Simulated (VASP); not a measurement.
# SbAs (R3m) in VASP: a series of runs, part 2 of 2

VASP 6.6.1. Earlier steps stand in the parts before.

## Step 3: Single point, LDA

INCAR

```
PREC = Accurate
ENCUT = 520
EDIFF = 1E-6
ISMEAR = 0
SIGMA = 0.15
LREAL = F
LASPH = T
NELM = 100
ALGO = Fast
ISIF = 2
LWAVE = F
LCHARG = F
GGA = CA
NBANDS = 12
```

KPOINTS

```
regular mesh
0
Gamma
  15 15 15
```

POSCAR

```
SbAs
1.0
    2.0327141219      1.1735880455      3.7165943000
   -2.0327141219      1.1735880455      3.7165943000
    0.0000000000     -2.3471760909      3.7165943000
Sb As
1 1
Direct
    0.2290984100      0.2290984100      0.2290984100
    0.7708995900      0.7708995900      0.7708995900
```

Potentials or basis: VASP PAW LDA potentials, release 64 (Sb, As).

Command:

```bash
$ cat potpaw_LDA.64/Sb/POTCAR potpaw_LDA.64/As/POTCAR > POTCAR
$ mpirun -np 1 vasp_std > vasp.out
```

OUTCAR:

```text
PREC = Accurate
   ENCUT = 520
   EDIFF = 1E-6
   ISMEAR = 0
   LREAL = F
   LASPH = T
   NELM = 100
   ISIF = 2
   GGA = CA

 ion  position               nearest neighbor table
   1  0.229  0.229  0.229-   2 2.73   2 2.73   2 2.73   2 3.30   2 3.30   2 3.30
   2  0.771  0.771  0.771-   1 2.73   1 2.73   1 2.73   1 3.30   1 3.30   1 3.30

  LATTYP: Found a trigonal (rhomboedric) cell.
 ALAT       =     4.3957148216
 COS(alpha) =     0.5723154261

  Lattice vectors:

 A1 = (   2.0327141219,   1.1735880455,   3.7165943000)
 A2 = (  -2.0327141219,   1.1735880455,   3.7165943000)
 A3 = (   0.0000000000,  -2.3471760909,   3.7165943000)

Analysis of symmetry for initial positions (statically):
=====================================================================
 Subroutine PRICEL returns:
 Original cell was already a primitive cell.

 Routine SETGRP: Setting up the symmetry group for a
 trigonal (rhombohedral) supercell.

 Subroutine GETGRP returns: Found  6 space group operations
 (whereof  6 operations were pure point group operations)
 out of a pool of 12 trial point group operations.

The static configuration has the point symmetry C_3v.

Analysis of symmetry for dynamics (positions and initial velocities):
=====================================================================
 Subroutine PRICEL returns:
 Original cell was already a primitive cell.

 Routine SETGRP: Setting up the symmetry group for a
 trigonal (rhombohedral) supercell.

 Subroutine GETGRP returns: Found  6 space group operations
 (whereof  6 operations were pure point group operations)
 out of a pool of 12 trial point group operations.

The dynamic configuration has the point symmetry C_3v.

 Subroutine INISYM returns: Found  6 space group operations
 (whereof  6 operations are pure point group operations),
 and found     1 'primitive' translations

----------------------------------------------------------------------------------------
[... 123 lines left out ...]
   LRPA    =     F    only Hartree local field effects (RPA)
 non-spin polarized calculation
 RMM-DIIS sequential band-by-band and
 Gauss-broadening in eV      SIGMA  =   0.15
  energy-cutoff  :      520.00
  volume of cell :       53.20
 maximum number of plane-waves:      1451
 NGX is ok and might be reduce to    36
   NGX = 17   NGY = 17   NGZ = 17

 number of electron      10.0000000 magnetization

 Free energy of the ion-electron system (eV)
  ---------------------------------------------------
  ext. energy  EPLUGINS =         0.00000000
  ---------------------------------------------------
  free energy    TOTEN  =       -10.17655489 eV

  energy without entropy =      -10.17336160  energy(sigma->0) =      -10.17495824

 E-fermi :   6.0563     XC(G=0):  -9.7876

 val. band max:        6.0557492384   @ k =   0.4000   0.1333   0.1333
 cond. band min:       6.0862685026   @ k =  -0.4000   0.0667  -0.0000
 fundamental gap:      0.0305192642
 Fermi energy:         6.0563136749

 k-point     1 :       0.0000    0.0000    0.0000
  band No.  band energies     occupation
      1      -7.5267      2.00000
      2       0.4792      2.00000
      3       3.8337      2.00000
      4       4.2728      2.00000
      5       4.2728      2.00000
      6       7.9026      0.00000
      7       8.8810      0.00000
      8       8.8810      0.00000
      9      12.0880      0.00000
     10      12.0880      0.00000
     11      12.3004      0.00000
     12      13.6265      0.00000
[... 331 lines left out ...]
 k-point    24 :       0.2000    0.1333    0.0000
  band No.  band energies     occupation
      1      -7.1058      2.00000
      2      -0.6732      2.00000
      3       3.1956      2.00000
      4       3.6753      2.00000
      5       5.2522      2.00000
      6       7.0608      0.00000
      7       8.3916      0.00000
      8       9.2297      0.00000
      9      10.9523      0.00000
     10      12.4431      0.00000
     11      13.1060      0.00000
     12      14.4848      0.00000

 [... further k-points ...]

------------------------ aborting loop because EDIFF is reached ----------------------------------------

  FORCE on cell =-STRESS in cart. coord.  units (eV):
  Direction    XX          YY          ZZ          XY          YZ          ZX
  --------------------------------------------------------------------------------------
  -------------------------------------------------------------------------------------
  Total       -0.8429536     -0.8429536     -1.0278176      0.0000000     -0.0000000      0.0000000
  in kB      -25.3878472    -25.3878472    -30.9555301      0.0000000     -0.0000000      0.0000000
  external PRESSURE =     -27.2437415 kB  Pullay stress =       0.0000000 kB

 VOLUME and BASIS-vectors are now :
 -----------------------------------------------------------------------------
  energy-cutoff  :      520.00
  volume of cell :       53.20
      direct lattice vectors                 reciprocal lattice vectors
     2.032714122  1.173588046  3.716594300     0.245976547  0.142014625  0.089687845
    -2.032714122  1.173588046  3.716594300    -0.245976547  0.142014625  0.089687845
     0.000000000 -2.347176091  3.716594300     0.000000000 -0.284029251  0.089687845

 POSITION                                       TOTAL-FORCE (eV/Angst)
 -----------------------------------------------------------------------------------
      0.00000      0.00000      2.55440         0.000000      0.000000      0.072048
      0.00000      0.00000      8.59536         0.000000     -0.000000     -0.072048
 -----------------------------------------------------------------------------------
    total drift:                                0.000000     -0.000000      0.000404

  FREE ENERGIE OF THE ION-ELECTRON SYSTEM (eV)
  ---------------------------------------------------
  free  energy   TOTEN  =       -10.1765548918 eV

  energy  without entropy=      -10.1733615977  energy(sigma->0) =      -10.17495824
```

OSZICAR:

```text
N       E                     dE             d eps       ncg     rms          rms(c)
DAV:   1     0.335535312251E+02    0.33554E+02   -0.37816E+03  8256   0.670E+02
DAV:   2    -0.813390397055E+01   -0.41687E+02   -0.40305E+02 11300   0.109E+02
DAV:   3    -0.102499519039E+02   -0.21160E+01   -0.20987E+01 10144   0.275E+01
DAV:   4    -0.102674033521E+02   -0.17451E-01   -0.17447E-01  9580   0.298E+00
DAV:   5    -0.102675715210E+02   -0.16817E-03   -0.16817E-03 10280   0.312E-01    0.323E+00
RMM:   6    -0.101892525540E+02    0.78319E-01   -0.60641E-02  8271   0.100E+00    0.188E+00
RMM:   7    -0.101789138265E+02    0.10339E-01   -0.97891E-03  8828   0.540E-01    0.770E-01
RMM:   8    -0.101765541883E+02    0.23596E-02   -0.25618E-03  9194   0.324E-01    0.540E-02
RMM:   9    -0.101765545898E+02   -0.40151E-06   -0.37674E-04  9674   0.135E-01    0.334E-02
RMM:  10    -0.101765534833E+02    0.11066E-05   -0.67879E-05  9900   0.631E-02    0.672E-03
RMM:  11    -0.101765546806E+02   -0.11973E-05   -0.14307E-05 10224   0.299E-02    0.396E-03
RMM:  12    -0.101765548918E+02   -0.21125E-06   -0.24658E-06  7761   0.126E-02
   1 F= -.10176555E+02 E0= -.10174958E+02  d E =-.319329E-02
```

stdout:

```text
POSCAR found type information on POSCAR SbAs
 POSCAR found :  2 types and       2 ions
 scaLAPACK will be used
 LDA part: xc-table for (Slater(with rela. corr.)+CA(PZ))
 , standard interpolation
 POSCAR, INCAR and KPOINTS ok, starting setup
 FFT: planning ... GRIDC
 FFT: planning ... GRID_SOFT
 FFT: planning ... GRID
 WAVECAR not read
 entering main loop
```

It took 1.9 min on 1 thread of Intel Xeon Platinum 8488C (Sapphire Rapids), shared host; peak memory 0.36 GiB.

Results:

- Free energy: -10.1766 eV
- Pressure: -2.7 GPa
- Largest force: 0.072 eV/Å
- Band gap on the k mesh: none (metal or under the smearing width)

Forces in eV/Å, atoms in the order of the input:
```
Sb   0.000  0.000  0.072
As   0.000  0.000 -0.072
```

Spin-orbit coupling is left out, which matters for the levels of Sb.
